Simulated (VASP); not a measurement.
Given:

```
CELL_PARAMETERS angstrom
      0.00000     3.31251     3.31251
      3.31251     0.00000     3.31251
      3.31251     3.31251     0.00000
ATOMIC_POSITIONS crystal
  Ag 0.00000 0.00000 0.00000
  I  0.25000 0.25000 0.25000
```

Level of theory: PBE GGA, VASP's PBE PAW potentials (set 64) (plane waves; VASP 6.6.1). Numerical set-up: 520 eV cut-off, 7×7×7 Γ-centred mesh, Gaussian smearing of 0.050 eV, potentials Ag I.

Unless said otherwise, spin-orbit coupling is left out, though it shifts the bands of the heavy elements here.

Task: What does the run give for the energy per atom (σ→0), band gap (on the k-mesh) with the smallest direct gap where there is one?

Result: 
```json
{
 "band gap (on the k-mesh)": "1.34 eV",
 "smallest direct gap (on the k-mesh)": "1.34 eV",
 "energy per atom (σ→0)": "-2.396 eV/atom"
}
```

Only differences to runs with the same potentials and settings are physical.

The compound is AgI in the zinc blende structure, whereas wurtzite is the usual form. It was relaxed first, which changed the volume by +6 %.
